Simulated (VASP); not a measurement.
Given:

```xyz
1
Lattice="0.0000 1.6757 1.6757 1.6757 0.0000 1.6757 1.6757 1.6757 0.0000" Properties=species:S:1:pos:R:3 pbc="T T T"
Ni     0.0000     0.0000     0.0000
```
Starting moments (μB, in the order of the record's atoms Ni): 0.6.

Calculation: LDA (Ceperley-Alder, Perdew-Zunger), VASP's LDA PAW potentials (set 64) (plane waves; VASP). Run with 520 eV cut-off, 18×18×18 Γ-centred mesh, first-order Methfessel-Paxton smearing of 0.10 eV, potentials Ni.

Question: Give the stress tensor in GPa (positive for a compressed cell).

Answer: 
```
18.73   0.00   0.00
 0.00  18.73   0.00
 0.00   0.00  18.73
```
The pressure is its mean diagonal, 18.73 GPa.

The compound is Ni in the fcc structure. This cell is one point of a volume scan, at 0.94 of the reference volume.
